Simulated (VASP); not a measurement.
Here is the system:

```
Ni3Si
1.0
    3.45569     0.00000     0.00000
    0.00000     3.45569     0.00000
    0.00000     0.00000     3.45569
Si Ni
1 3
Direct
  0.00000   0.00000   0.00000
  0.00000   0.50000   0.50000
  0.50000   0.00000   0.50000
  0.50000   0.50000   0.00000
```

The numbers are results of revTPSS meta-GGA, VASP's PBE PAW potentials (set 64) (plane waves; VASP), not measurements. Numerical set-up: 520 eV cut-off, 10×10×10 Γ-centred mesh, tetrahedra with Blöchl corrections, potentials Si Ni.

The cores are frozen, which limits the accuracy of field gradients.

Task: Give the principal components of the electric field gradient (V/Å²) and the asymmetry η at each nucleus.

Result: 
```
atom   Vxx   Vyy    Vzz     η
----  ----  ----  -----  ----
Si1    0.0   0.0    0.0     -
Ni2   22.2  22.2  -44.4  0.00
Ni3   22.2  22.2  -44.4  0.00
Ni4   22.2  22.2  -44.4  0.00
```

The compound is Ni3Si in the L1_2 structure. It was relaxed first. The run is not spin-polarised, so no magnetic state was tried.
